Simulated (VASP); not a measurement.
Calculation: LDA (Ceperley-Alder, Perdew-Zunger) with spin-orbit coupling, VASP's LDA PAW potentials (set 64) (plane waves; VASP).

VASP input:

**POSCAR**
```
KI
4.8269880
  0.0000000000   0.7071067974   0.7071067974
  0.7071067974   0.0000000000   0.7071067974
  0.7071067974   0.7071067974   0.0000000000
K I
1 1
Cart
  0.0000000000   0.0000000000   0.0000000000
  0.7071067974   0.7071067974   0.7071067974
```

### KPOINTS_OPT
```
k-points along high-symmetry lines
8
Line-mode
Reciprocal
  0.000000   0.000000   0.000000 ! GAMMA
  0.500000   0.000000   0.500000 ! X

  0.500000   0.000000   0.500000 ! X
  0.625000   0.250000   0.625000 ! U

  0.375000   0.375000   0.750000 ! K
  0.000000   0.000000   0.000000 ! GAMMA

  0.000000   0.000000   0.000000 ! GAMMA
  0.500000   0.500000   0.500000 ! L

  0.500000   0.500000   0.500000 ! L
  0.500000   0.250000   0.750000 ! W

  0.500000   0.250000   0.750000 ! W
  0.500000   0.000000   0.500000 ! X
```

**INCAR**
```
ALGO=Normal
EDIFF=1E-6
ENCUT=400
GGA_COMPAT=.FALSE.
ISMEAR=0
LASPH=.TRUE.
LCHARG=.FALSE.
LMAXMIX=4
LREAL=.FALSE.
LSORBIT=.TRUE.
LWAVE=.FALSE.
MAGMOM=0 0 0 0 0 0
NELM=100
PREC=Accurate
SIGMA=0.05
SYSTEM=KI
```

File KPOINTS:
```
Automatic mesh
0
Gamma
6 6 6
0 0 0
```

POTCAR, in this order: K_sv I (LDA.64 set). Program: vasp_ncl.

The run wrote:

### OUTCAR
```
 ion  position               nearest neighbor table
   1  0.000  0.000  0.000-   2 3.41   2 3.41   2 3.41   2 3.41   2 3.41   2 3.41
   2  0.500  0.500  0.500-   1 3.41   1 3.41   1 3.41   1 3.41   1 3.41   1 3.41
  LATTYP: Found a face centered cubic cell.
 ALAT       =     6.8263920512
 Subroutine PRICEL returns:
 Original cell was already a primitive cell.
 Subroutine GETGRP returns: Found 48 space group operations
The static configuration has the point symmetry O_h .
The dynamic configuration has the point symmetry O_h .
The overall configuration has the point symmetry O_h .
 Subroutine INISYM returns: Found 48 space group operations
 Subroutine IBZKPT returns following result:
 Found     16 irreducible k-points:

 Following reciprocal coordinates:
            Coordinates               Weight
  0.000000  0.000000  0.000000      1.000000
  0.166667  0.000000  0.000000      8.000000
  0.333333  0.000000  0.000000      8.000000
  0.500000  0.000000  0.000000      4.000000
  0.166667  0.166667  0.000000      6.000000
  0.333333  0.166667  0.000000     24.000000
  0.500000  0.166667  0.000000     24.000000
 -0.333333  0.166667  0.000000     24.000000
 -0.166667  0.166667  0.000000     12.000000
  0.333333  0.333333  0.000000      6.000000
  0.500000  0.333333  0.000000     24.000000
 -0.333333  0.333333  0.000000     12.000000
  0.500000  0.500000  0.000000      3.000000
  0.500000  0.333333  0.166667     24.000000
 -0.333333  0.333333  0.166667     24.000000
 -0.333333  0.500000  0.166667     12.000000
   k-points           NKPTS =     16   k-points in BZ     NKDIM =     16   number of bands    NBANDS=     24
   number of dos      NEDOS =    301   number of ions     NIONS =      2
   total plane-waves  NPLWV =  32768
   dimension x,y,z NGX =    32 NGY =   32 NGZ =   32
   dimension x,y,z NGXF=    64 NGYF=   64 NGZF=   64
   ions per type =               1   1
   PREC   = accura    normal or accurate (medium, high low for compatibility)
   ISTART =      0    job   : 0-new  1-cont  2-samecut
   ICHARG =      2    charge: 1-file 2-atom 10-const
   ISPIN  =      1    spin polarized calculation?
   LNONCOLLINEAR =      T non collinear calculations
   LSORBIT =      T    spin-orbit coupling
   INIWAV =      1    electr: 0-lowe 1-rand  2-diag
   ENCUT  =  400.0 eV  29.40 Ry    5.42 a.u.   7.87  7.87  7.87*2*pi/ulx,y,z
   NELM   =    100;   NELMIN=  2; NELMDL= -5     # of ELM steps
   EDIFF  = 0.1E-05   stopping-criterion for ELM
   LREAL  =      F    real-space projection
   NLSPLINE    = F    spline interpolate recip. space projectors
   LMAXMIX     =    4 max onsite mixed and CHGCAR
   VOSKOWN=      0    Vosko Wilk Nusair interpolation
   EDIFFG = 0.1E-04   stopping-criterion for IOM
   NSW    =      0    number of steps for IOM
   NBLOCK =      1;   KBLOCK =      1    inner block; outer block
   IBRION =     -1    ionic relax: 0-MD 1-quasi-New 2-CG
   NFREE  =      0    steps in history (QN), initial steepest desc. (CG)
   ISIF   =      2    stress and relaxation
   ISYM   =      2    0-nonsym 1-usesym 2-fastsym
   TEIN   =    0.0    initial temperature
   TEBEG  =    0.0;   TEEND  =   0.0 temperature during run
   SMASS  =  -3.00    Nose mass-parameter (am)
   PSTRESS=    0.0 pullay stress
   NELECT =      16.0000    total number of electrons
   EFERMI =   0.00;   METHOD = LEGACY
   ISMEAR =     0;   SIGMA  =   0.05  broadening in eV -4-tet -1-fermi 0-gaus
   IALGO  =     38    algorithm
   LDIAG  =      T    sub-space diagonalisation (order eigenvalues)
   IMIX   =      4    mixing-type and parameters
     AMIX     =   0.40;   BMIX     =  1.00
     AMIX_MAG =   1.60;   BMIX_MAG =  1.00
     AMIN     =   0.10
   GGA     = CA    functional components
   VOSKOWN =     0    Vosko Wilk Nusair interpolation
...
```

File OSZICAR:
```
       N       E                     dE             d eps       ncg     rms          rms(c)
DAV:   1     0.918622958834E+02    0.91862E+02   -0.57988E+03   768   0.936E+02
DAV:   2     0.121223255521E+01   -0.90650E+02   -0.86331E+02   952   0.268E+02
DAV:   3    -0.615854953086E+01   -0.73708E+01   -0.73435E+01  1264   0.639E+01
DAV:   4    -0.638256572754E+01   -0.22402E+00   -0.22340E+00  1104   0.110E+01
DAV:   5    -0.638772941448E+01   -0.51637E-02   -0.51635E-02  1136   0.151E+00    0.532E+00
DAV:   6    -0.631148160651E+01    0.76248E-01   -0.92346E-02   928   0.238E+00    0.352E+00
DAV:   7    -0.629779839487E+01    0.13683E-01   -0.58577E-02   992   0.149E+00    0.223E+00
DAV:   8    -0.629961298038E+01   -0.18146E-02   -0.18003E-02  1112   0.837E-01    0.440E-01
DAV:   9    -0.629889212029E+01    0.72086E-03   -0.56864E-03   928   0.542E-01    0.819E-02
DAV:  10    -0.629891770052E+01   -0.25580E-04   -0.32475E-04   992   0.141E-01    0.556E-02
DAV:  11    -0.629893189529E+01   -0.14195E-04   -0.20627E-05  1072   0.333E-02    0.227E-02
DAV:  12    -0.629894241522E+01   -0.10520E-04   -0.58006E-06   856   0.178E-02    0.119E-02
DAV:  13    -0.629894275140E+01   -0.33618E-06   -0.47441E-07   736   0.627E-03
   1 F= -.62989428E+01 E0= -.62989428E+01  d E =-.816552E-20  mag=    -0.0000    -0.0000    -0.0000
       N       E                     dE             ncg
       N       E                     dE             ncg
       N       E                     dE             ncg
```

**OUTCAR**
```
------------------------ aborting loop because EDIFF is reached ----------------------------------------
  FORCE on cell =-STRESS in cart. coord.  units (eV):
  Direction    XX          YY          ZZ          XY          YZ          ZX
  --------------------------------------------------------------------------------------
  Total        0.0137214      0.0137214      0.0137214      0.0000000      0.0000000     -0.0000000
  in kB        0.2764373      0.2764373      0.2764373      0.0000000      0.0000000     -0.0000000
  external PRESSURE =       0.2764373 kB  Pullay stress =       0.0000000 kB
  volume of cell :       79.53
      direct lattice vectors                 reciprocal lattice vectors
     0.000000000  3.413196026  3.413196026    -0.146490268  0.146490268  0.146490268
     3.413196026  0.000000000  3.413196026     0.146490268 -0.146490268  0.146490268
     3.413196026  3.413196026  0.000000000     0.146490268  0.146490268 -0.146490268
  FREE ENERGIE OF THE ION-ELECTRON SYSTEM (eV)
  ---------------------------------------------------
  free  energy   TOTEN  =        -6.2989427514 eV

  energy  without entropy=       -6.2989427514  energy(sigma->0) =       -6.29894275

 Ion:    1  E_soc:     -0.0090402

 Ion:    2  E_soc:     -0.2590638
```
(Selected blocks of OUTCAR.)

The compound is KI in the rock salt structure. It was relaxed first, which changed the volume by -10 %.
